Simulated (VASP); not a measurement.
Write the native input for VASP 6.6.1 that does the following.

* Task: single point
* Functional: LDA
* Potentials or basis: VASP PAW LDA potentials, release 64 (Ru_pv, F)
* Cutoff: 520 eV
* k mesh: 7 × 7 × 7
* Occupations: gaussian, width 0.05 eV
* Spin: collinear spin, ferromagnetic start
* Starting moments: [1.0, 0.0, 0.0] μB
* Fixed moment: 0 μB
* Hubbard terms: Ru d U = 6 eV
* Further INCAR settings: ALGO = Normal; EDIFF = 1e-07; NBANDS = 25

The structure of RuF2 lies in POSCAR:

```
RuF2
1.0
    0.0000000000      2.4087449400      2.4087449400
    2.4087449400      0.0000000000      2.4087449400
    2.4087449400      2.4087449400      0.0000000000
Ru F
1 2
Direct
    0.0000000000      0.0000000000      0.0000000000
    0.2500000000      0.2500000000      0.2500000000
    0.7500000000      0.7500000000      0.7500000000
```

The cell comes from a database or a generator and needn't be the stable form of this composition.

The input as run:

INCAR

```
SYSTEM = RuF2
  PREC = Accurate
  ENCUT = 520
  EDIFF = 1E-7
  ISMEAR = 0
  SIGMA = 0.05
  LREAL = .False.
  LASPH = .True.
  NELM = 100
  ALGO = Normal
  ISIF = 2
  LWAVE = .False.
  LCHARG = .True.
  ISPIN = 2
  MAGMOM = 1 0 0
  LORBIT = 11
  NUPDOWN = 0
  LMAXMIX = 4
  LDAU = .True.
  LDAUTYPE = 2
  LDAUL = 2 -1
  LDAUU = 6 0
  LDAUJ = 0 0
  LDAUPRINT = 1
  GGA = CA
  LELF = .True.
  LVHAR = .True.
  NBANDS = 25
```

KPOINTS

```
Automatic mesh
0
Gamma
  7 7 7
  0 0 0
```

Potentials or basis: VASP PAW LDA potentials, release 64 (Ru_pv, F).

Command:

```console
$ cat potpaw_LDA.64/Ru_pv/POTCAR potpaw_LDA.64/F/POTCAR > POTCAR
$ mpirun -np 1 vasp_std > vasp.out
```

Results of the run:

* Pressure: 45.6 GPa
* Net moment: 0.00 μB per cell
* Valence electrons inside the program's atomic spheres: Ru 12.60; F 6.10

Caveat: a pressure of tens of GPa on the cell as given is suspect, and the run, the potentials or the cell itself is likely at fault; the total moment is fixed, so each spin has its own Fermi level.

Run time: 72 s on 1 thread of Intel(R) Xeon(R) Platinum 8259CL CPU @ 2.50GHz (Skylake/Cascade Lake), on a shared host, peak memory 0.16 GiB.
